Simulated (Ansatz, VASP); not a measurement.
# GaH3: VASP beside Ansatz, part 2 of 2

Wanted: the spread between two codes on one cell, functional and k mesh. The cell is generated by rule, not measured, and may not be a known phase. Of the first pair: The cell is taken from a series of runs on this material, whose earlier steps may have relaxed, scaled, displaced or heated it; both programs get it as it stands.

VASP 6.6.1 and Ansatz 0.2.0.

So far: Set-up; VASP: relaxation of cell and atoms, PBE, pair 1; Ansatz: relaxation of cell and atoms, PBE, pair 1; Comparison.

## (5) VASP: relaxation of cell and atoms, PBE, pair 2

Level of this step: PBE; plane waves and PAW (Ga_d, H); invented cell (VASP).

The relaxed volume is the usual yardstick between codes: in a stiff, nearly cubic crystal its relative difference is about their pressure difference at one cell divided by the bulk modulus. Its start cell is another than that of the pair before, and may be another structure of the material.

File INCAR:

```
SYSTEM = GaH3
PREC = Accurate
ENCUT = 500
EDIFF = 1E-07
NELM = 120
ISMEAR = 0
SIGMA = 0.1
LREAL = .FALSE.
ALGO = Normal
GGA = PE
NBANDS = 14
LORBIT = 11
LWAVE = .FALSE.
LCHARG = .FALSE.
ISIF = 3
IBRION = 2
NSW = 80
EDIFFG = -0.005
LASPH = .TRUE.
GGA_COMPAT = .FALSE.
NELMIN = 4
KPAR = 2
```

File POSCAR:

```
GaH3
1.0
    3.5001970947      0.0000000000      0.0000000000
    0.0000000000      3.5001970947      0.0000000000
    0.0000000000      0.0000000000      3.5001970947
Ga H
1 3
Direct
    0.0000000000      0.0000000000      0.0000000000
    0.5000000000      0.0000000000      0.0000000000
    0.0000000000      0.5000000000      0.0000000000
    0.0000000000      0.0000000000      0.5000000000
```

File KPOINTS:

```
Automatic mesh
0
Gamma
6 6 6
0 0 0
```

PAW data sets: Ga_d and H (PBE family, release 64).

Launch:

```console
$ mpirun -np 2 vasp_std
```

Numbers of over 12 decimals in the logs are rounded to 6 here.

The log of the run:

```text
[... set-up lines as in an earlier step ...]
 entering main loop
       N       E                     dE             d eps       ncg     rms          rms(c)
DAV:   1     0.630597601207E+02    0.63060E+02   -0.78399E+03   560   0.156E+03
DAV:   2    -0.731126534353E+01   -0.70371E+02   -0.66317E+02   632   0.294E+02
DAV:   3    -0.125455183037E+02   -0.52343E+01   -0.52150E+01   668   0.651E+01
DAV:   4    -0.126226559858E+02   -0.77138E-01   -0.77124E-01   676   0.904E+00
[...]
DAV:  12    -0.120547313852E+02   -0.48194E-06   -0.13549E-06   762   0.107E-02    0.853E-04
DAV:  13    -0.120547318748E+02   -0.48952E-06   -0.12298E-07   560   0.336E-03    0.184E-04
DAV:  14    -0.120547318810E+02   -0.62942E-08   -0.37137E-09   532   0.545E-04
   1 F= -.12054732E+02 E0= -.12053749E+02  d E =-.120547E+02
[...]
N       E                     dE             d eps       ncg     rms          rms(c)
DAV:   1    -0.120551335923E+02   -0.40172E-03   -0.40541E-03   644   0.122E+00    0.109E-01
DAV:   2    -0.120548537913E+02    0.27980E-03   -0.44663E-04   686   0.458E-01    0.496E-02
DAV:   3    -0.120547884862E+02    0.65305E-04   -0.64098E-05   656   0.167E-01    0.116E-02
DAV:   4    -0.120547807640E+02    0.77222E-05   -0.10832E-05   662   0.530E-02    0.604E-04
DAV:   5    -0.120547807565E+02    0.74951E-08   -0.37023E-07   542   0.794E-03
   2 F= -.12054781E+02 E0= -.12053798E+02  d E =-.488755E-04
 trial-energy change:   -0.000049  1 .order   -0.000040   -0.000067   -0.000014
 step:   1.1223(harm=  1.2514)  dis= 0.00000  next Energy=   -12.054782 (dE=-0.497E-04)
 reached required accuracy - stopping structural energy minimisation
```

From OUTCAR (step 5):

```text
  Total       -0.0086677     -0.0086677     -0.0086677      0.0000000      0.0000000     -0.0000000
  in kB       -0.3243520     -0.3243520     -0.3243520      0.0000000      0.0000000     -0.0000000
  external PRESSURE =      -0.3243520 kB  Pullay stress =       0.0000000 kB

 POSITION                                       TOTAL-FORCE (eV/Angst)
 -----------------------------------------------------------------------------------
      0.00000      0.00000      0.00000        -0.000000      0.000000      0.000000
      1.74919      0.00000     -0.00000         0.000000     -0.000000      0.000000
      0.00000      1.74919     -0.00000         0.000000      0.000000      0.000000
      0.00000     -0.00000      1.74919         0.000000     -0.000000      0.000000
 -----------------------------------------------------------------------------------
    total drift:                               -0.000000     -0.000000     -0.000000

  FREE ENERGIE OF THE ION-ELECTRON SYSTEM (eV)
  ---------------------------------------------------
  free  energy   TOTEN  =       -12.0547807565 eV

  energy  without entropy=      -12.0528157126  energy(sigma->0) =      -12.05379823

[... 1 part as in an earlier step ...]

[... 3 further parts left out ...]
[key lines of the parts left out:]
E-fermi :   0.3434
```

The k-mesh is coarse for a metal.

## (6) Ansatz: relaxation of cell and atoms, PBE, pair 2

Its own start cell and the same functional, mesh and smearing now go to Ansatz, which takes its cutoff from its data sets.

The two relaxations start from unlike cells of this crystal (the structure described is Ansatz's start), so only their ends are compared.

File input.yaml:

```yaml
crystal:
  lattice:
    - [3.9188, 0.0, 0.0]
    - [0.0, 3.9188, 0.0]
    - [0.0, 0.0, 3.9188]
  atoms:
    - { symbol: Ga, position: [0.0, 0.0, 0.0] }
    - { symbol: H, position: [0.5, 0.0, 0.0] }
    - { symbol: H, position: [0.0, 0.5, 0.0] }
    - { symbol: H, position: [0.0, 0.0, 0.5] }
kpoints:
  mp_grid: { grid: [6, 6, 6] }
hamiltonian:
  xc: pbe
  pseudopotentials: { kind: paw, source: jth }
scf:
  occupations: { method: gaussian, width: 0.1 }
output:
  forces: true
  stress: true
  eigenvalues: true
relax:
  adjacent_minimum: "off"
  f_tol: 0.05
  max_steps: 80
  cell: { stress_tol: 0.5 }
```

Launch:

```console
$ ansatz run input.yaml --threads 4 --pin off --max-ram 8192MiB --backend cpu --events-out ev --progress --plain --runs-dir out
```

The log of the run:

```text
[...]
Crystal: 4 atoms, lattice volume = 60.181 Å³
Basis set: ecut = 3600 eV, 29423 PW (Γ), exchange–correlation on 160×160×160 points (8 copies of the dense FFT grid, shifted against one another)
Bands: 12, of which v1, the nominal top of the filled ones, is band 8 counted from 1 (7 counted from 0)
Symmetry: 48 space group operations
[...]
k-point 19: bands = [... 4 lower, -11.4077, -1.0974, -1.0974, -1.0974, 0.2603, 8.9628, 8.9628, 8.9628]
--- Relaxed structure (4 steps of the walk, 4 accepted, 1 SCFs on fresh bases) ---
[...]
cell:  # Å, volume = 42.8321 Å³
    - [3.498833, 0, 0]
    - [0, 3.498833, 0]
    - [0, 0.0, 3.498833]
  atoms:
    - { symbol: Ga, position: [0, 0, 0] }
    - { symbol: H, position: [0.5, 0, 0] }
    - { symbol: H, position: [0, 0.5, 0] }
    - { symbol: H, position: [0, 0, 0.500000] }
[key lines of the parts left out:]
SCF converged after 3 iterations
Free energy (F): -3827.962939 eV
Fermi energy:    2.775695 eV
P = ⅓ Tr σ = 0.1024 GPa (1.024 kbar)
```

## (7) Differences

Both answers:

```
                                         quantity  Ansatz   VASP  difference
                                      volume (Å³)   42.83  42.82     +0.04 %
edge a after relaxation, in the typed setting (Å)   3.499  3.498     +0.01 %
```

## (8) Ansatz: zone-centre phonons, PBE

Second derivatives magnify differences that forces hide, and they need a tight electronic threshold.

The cell is taken from a series of runs on this material, whose earlier steps may have relaxed, scaled, displaced or heated it; both programs get it as it stands.

File input.yaml:

```yaml
crystal:
  lattice:
    - [3.5000868852, 0.0, 0.0]
    - [0.0, 3.5000868852, 0.0]
    - [0.0, 0.0, 3.5000868852]
  atoms:
    - { symbol: Ga, position: [0.0, 0.0, 0.0] }
    - { symbol: H, position: [0.5, 0.0, 0.0] }
    - { symbol: H, position: [0.0, 0.5, 0.0] }
    - { symbol: H, position: [0.0, 0.0, 0.5] }
kpoints:
  mp_grid: { grid: [10, 10, 10] }
hamiltonian:
  xc: pbe
  pseudopotentials: { kind: paw, source: jth }
scf:
  occupations: { method: gaussian, width: 0.27211 }
output:
  eigenvalues: true
phonons:
  method: dfpt
  qmesh: [2, 2, 2]
  temperatures: { t_max: 1000, t_step: 50 }
  qpath:
    path:
      - [[0.0, 0.0, 0.0], [0.0, 0.5, 0.0], [0.5, 0.5, 0.0], [0.0, 0.0, 0.0], [0.5, 0.5, 0.5], [0.0, 0.5, 0.0]]
      - [[0.5, 0.5, 0.5], [0.5, 0.5, 0.0]]
    npoints: 10
```

The log of the run:

```text
[...]
Crystal: 4 atoms, lattice volume = 42.878 Å³
Basis set: ecut = 3600 eV, 21079 PW (Γ), exchange–correlation on 144×144×144 points (8 copies of the dense FFT grid, shifted against one another)
Bands: 12, of which v1, the nominal top of the filled ones, is band 8 counted from 1 (7 counted from 0)
Symmetry: 48 space group operations
k-points: 56 of 1000
[...]
largest difference from the sums on the solved wave vectors: F 1.13e-2 eV, S 3.50e-5 and C_V 3.20e-5 eV/K
  zero-point energy: 0.496647 eV/cell   skipped modes (ω ≤ 0): 3   left out of the sums: 4.29e-5 of the cell's modes: C_V's classical limit lies that fraction below 3 k_B per atom; for a crystal, a wire or a layer, F and S can be off by more, and a phonons.interpolated_qmesh denser along its periods is the remedy for the sampling
[key lines of the parts left out:]
SCF converged after 8 iterations
Free energy (F): -3827.942449 eV
Fermi energy:    2.821701 eV
```

## (9) VASP: zone-centre phonons, PBE

The same cell, functional, mesh and smearing now go to VASP, with its own data sets.

File INCAR:

```
SYSTEM = GaH3
PREC = Accurate
ENCUT = 500
EDIFF = 1E-08
NELM = 120
ISMEAR = 0
SIGMA = 0.27211
LREAL = .FALSE.
ALGO = Normal
GGA = PE
NBANDS = 14
LORBIT = 11
LWAVE = .FALSE.
LCHARG = .FALSE.
ISIF = 2
IBRION = 8
LASPH = .TRUE.
GGA_COMPAT = .FALSE.
KPAR = 2
```

File POSCAR:

```
GaH3
1.0
    3.5000868852      0.0000000000      0.0000000000
    0.0000000000      3.5000868852      0.0000000000
    0.0000000000      0.0000000000      3.5000868852
Ga H
1 3
Direct
    0.0000000000      0.0000000000      0.0000000000
    0.5000000000      0.0000000000      0.0000000000
    0.0000000000      0.5000000000      0.0000000000
    0.0000000000      0.0000000000      0.5000000000
```

File KPOINTS:

```
Automatic mesh
0
Gamma
10 10 10
0 0 0
```

Launch:

```console
$ mpirun -np 2 vasp_std
```

The log of the run:

```text
[... set-up lines as in an earlier step ...]
 entering main loop
       N       E                     dE             d eps       ncg     rms          rms(c)
DAV:   1     0.626452128423E+02    0.62645E+02   -0.79539E+03  1592   0.153E+03
DAV:   2    -0.708583954891E+01   -0.69731E+02   -0.65509E+02  1736   0.301E+02
DAV:   3    -0.125472827517E+02   -0.54614E+01   -0.54384E+01  1898   0.666E+01
DAV:   4    -0.126285262457E+02   -0.81243E-01   -0.81227E-01  1814   0.918E+00
[...]
DAV:  14    -0.120340263895E+02   -0.28654E-07   -0.43893E-09  1572   0.624E-04    0.623E-05
DAV:  15    -0.120340263731E+02    0.16381E-07   -0.14625E-09  1288   0.345E-04    0.438E-05
DAV:  16    -0.120340263751E+02   -0.19895E-08   -0.23956E-10  1090   0.171E-04
   1 F= -.12034026E+02 E0= -.12022929E+02  d E =-.221951E-01
 Linear response reoptimize wavefunctions to high precision
DAV:   1    -0.120340263754E+02   -0.27285E-09   -0.78715E-11  1132   0.947E-05
DAV:   2    -0.120340263754E+02    0.11369E-10   -0.31786E-11   970   0.575E-05
 Linear response DOF=           3
 Linear response progress:
[...]
RMM:  11    -0.196055760794E-01    0.96312E-08   -0.40786E-11  6945   0.267E-05    0.151E-06
 first order change of Fermi-energy   0.54408E-03
 force on displaced ion       2 direction 1 :  -8.146  -0.000   0.000
 Linear response progress:
  Degree of freedom:   3/  3
       N       E                     dE             d eps       ncg     rms          rms(c)
RMM:   1    -0.165352644403E-01   -0.16535E-01   -0.99650E-03 11356   0.553E-01
RMM:   2    -0.161587590170E-01    0.37651E-03   -0.35433E-04 10818   0.117E-01    0.773E-02
RMM:   3    -0.165433283275E-01   -0.38457E-03   -0.45735E-05 11647   0.380E-02    0.454E-02
RMM:   4    -0.172597179853E-01   -0.71639E-03   -0.31725E-05 11344   0.283E-02    0.276E-03
RMM:   5    -0.173054933611E-01   -0.45775E-04   -0.10948E-06 11975   0.698E-03    0.681E-04
RMM:   6    -0.172952421731E-01    0.10251E-04   -0.86318E-08 11950   0.188E-03    0.225E-04
RMM:   7    -0.172970205037E-01   -0.17783E-05   -0.14039E-08 11732   0.689E-04    0.295E-05
RMM:   8    -0.172975273682E-01   -0.50686E-06   -0.16220E-09 12224   0.202E-04    0.147E-05
RMM:   9    -0.172975244933E-01    0.28749E-08   -0.52652E-10 12007   0.706E-05    0.358E-06
 first order change of Fermi-energy  -0.81419E-04
 force on displaced ion       2 direction 2 :   0.000  -1.092   0.000
 Linear response finished
```

From OUTCAR (step 9):

```text
  Total       -0.0532319     -0.0532319     -0.0532319      0.0000000      0.0000000      0.0000000
  in kB       -1.9890510     -1.9890510     -1.9890510      0.0000000      0.0000000      0.0000000
  external PRESSURE =      -1.9890510 kB  Pullay stress =       0.0000000 kB

 POSITION                                       TOTAL-FORCE (eV/Angst)
 -----------------------------------------------------------------------------------
      0.00000      0.00000      0.00000         0.000000      0.000000      0.000000
      1.75004      0.00000      0.00000         0.000000      0.000000      0.000000
      0.00000      1.75004      0.00000         0.000000      0.000000      0.000000
      0.00000      0.00000      1.75004         0.000000      0.000000      0.000000
 -----------------------------------------------------------------------------------
    total drift:                               -0.000000     -0.000000     -0.000000

[... 1 part as in an earlier step ...]

[... 1 further part left out ...]
```

## (10) Side by side

What differs besides the data sets and the points named for the pairs above, as far as they apply: VASP's run holds the zone centre alone. Total energies have different zeros and are not compared.

The two programs side by side:

```
                  quantity  Ansatz    VASP  difference
optical mode 1 to 3 (cm⁻¹)   332.6   326.4     +1.91 %
optical mode 4 to 6 (cm⁻¹)   513.2   515.4     -0.42 %
optical mode 7 to 9 (cm⁻¹)  1571.0  1565.3     +0.37 %
```

Modes are paired by rising frequency, not by their patterns, so a pair may set unlike modes beside each other; they are those without the splitting of longitudinal modes.

## (11) What came out

| Item | Value |
| --- | --- |
| difference in volume (relaxation of cell and atoms, PBE, pair 1) | 0.17 % |
| difference in volume (relaxation of cell and atoms, PBE, pair 2) | 0.039 % |
| r.m.s. difference of the optical zone-centre modes, each program's sorted by frequency (zone-centre phonons, PBE) | 5.1 cm⁻¹ |
| difference in optical mode 1 to 3 (zone-centre phonons, PBE) | +1.9 % |

What this shows: The difference in volume is 0.17 % (relaxation of cell and atoms, PBE, pair 1), within the 1.2 % picked in this series as the mark of a large difference, as far as the stopping tolerances let one tell. Among the rows given in per cent, the largest difference of the zone-centre phonons, PBE pair is in optical mode 1 to 3, +1.9 %. Such differences can come from data sets, numerical settings and the points named under the comparisons, not from the functional's error against experiment.

[Lines on the potential files, build, host, timing and source positions are cut from VASP's logs without a mark.]

[Logs are printed without paths, hosts, clocks, repeated set-up lines and the standing remarks that a program may print on its own settings, such as how far it seeks lower states.]

[Hosts, paths, dates, database ids (printed as entryN), source tags and the programs' standing remarks are cut or masked in the printed files.]
